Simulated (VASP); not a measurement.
BN (zinc blende) at five volumes. All values below come from RPA correlation on PBE orbitals, VASP's PBE PAW potentials (set 64) (plane waves; VASP). Numerical set-up: 500 eV cut-off, 4×4×4 Γ-centred mesh, Gaussian smearing of 0.010 eV, potentials B_GW N_GW_new.

The mesh is coarse, so the correlation energy is not converged in k-points.

| V (Å³/atom) | EXX (eV/atom) | RPA correlation (eV/atom) |
|---|---|---|
| 5.433 | -14.7818 | -6.8971 |
| 5.669 | -14.8092 | -6.9090 |
| 5.905 | -14.8075 | -6.9216 |
| 6.141 | -14.7815 | -6.9361 |
| 6.378 | -14.7356 | -6.9532 |

**Question.** Add the two parts and fit a third-order Birch-Murnaghan equation of state.

**Answer.** The totals are -21.6789, -21.7183, -21.7291, -21.7176, -21.6888 eV/atom, with V0 = 5.89 Å³/atom and B0 = 380 GPa.

The compound is BN in the zinc blende structure.
